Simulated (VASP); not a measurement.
Given:

```
CsI
1.0
    4.66140     0.00000     0.00000
    0.00000     4.66140     0.00000
    0.00000     0.00000     4.66140
Cs I
1 1
Direct
  0.00000   0.00000   0.00000
  0.50000   0.50000   0.50000
```
Cell charge -0.1.

These are PBE GGA, VASP's PBE PAW potentials (set 64) (plane waves; VASP) values and carry that method's errors. Run with NELECT = 16.1, 400 eV cut-off, 5×5×5 Γ-centred mesh, Gaussian smearing of 0.050 eV, potentials Cs_sv I.

The cell is charged, with a uniform compensating background.

Question: Give the stress tensor in GPa (positive for a compressed cell).

Answer: 
```
1.14  0.00  0.00
0.00  1.14  0.00
0.00  0.00  1.14
```
The pressure is its mean diagonal, 1.14 GPa.

The compound is CsI in the CsCl type structure. The cell was not relaxed at this level. The run is one of a series of settings (NELECT = 16.1 against the base run), some of them coarse on purpose.
